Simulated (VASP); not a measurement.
Input:

```
CELL_PARAMETERS angstrom
      4.08413     0.00000     0.00000
      0.00000     4.08413     0.00000
      0.00000     0.00000     4.08413
ATOMIC_POSITIONS crystal
  Cs 0.00000 0.00000 0.00000
  Cl 0.50000 0.50000 0.50000
```

Level of theory: vdW-DF-cx, VASP's PBE PAW potentials (set 64) (plane waves; VASP 6.6.1). Run with 520 eV cut-off, 7×7×7 Γ-centred mesh, tetrahedra with Blöchl corrections, potentials Cs_sv Cl.

Unless said otherwise, spin-orbit coupling is left out, though it shifts the bands of the heavy elements here.

Predict the energy per atom (σ→0), band gap (on the k-mesh) with the smallest direct gap where there is one.

| Item | Value |
|---|---|
| band gap (on the k-mesh) | 5.36 eV |
| smallest direct gap (on the k-mesh) | 5.36 eV |
| energy per atom (σ→0) | -1.097 eV/atom |

Only differences to runs with the same potentials and settings are physical.

The compound is CsCl in the CsCl type structure. It was relaxed first.
